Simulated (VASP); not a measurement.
```
CELL_PARAMETERS angstrom
      0.00000     2.27127     2.27127
      2.27127     0.00000     2.27127
      2.27127     2.27127     0.00000
ATOMIC_POSITIONS crystal
  Cd 0.00000 0.00000 0.00000
  O  0.50000 0.50000 0.50000
```

Calculation: PBEsol GGA, VASP's PBE PAW potentials (set 64) (plane waves; VASP). Settings: 620 eV cut-off, 14×14×14 Γ-centred mesh, first-order Methfessel-Paxton smearing of 0.10 eV, potentials Cd O.

**Question.** Predict the energy per atom (σ→0), pressure, band gap (on the k-mesh) with the smallest direct gap where there is one.

**Answer.** 
The band gap (on the k-mesh) comes out as none (metal, semimetal or under 0.01 eV) and the energy per atom (σ→0) is -4.177 eV/atom. The pressure is 19.81 GPa.

Total energies compare only between runs with the same potentials, cut-off and functional.

The structure was generated: CdO was put into the rock salt type (Fm-3m), which need not be its known phase. It was relaxed first under an external pressure of 20 GPa.
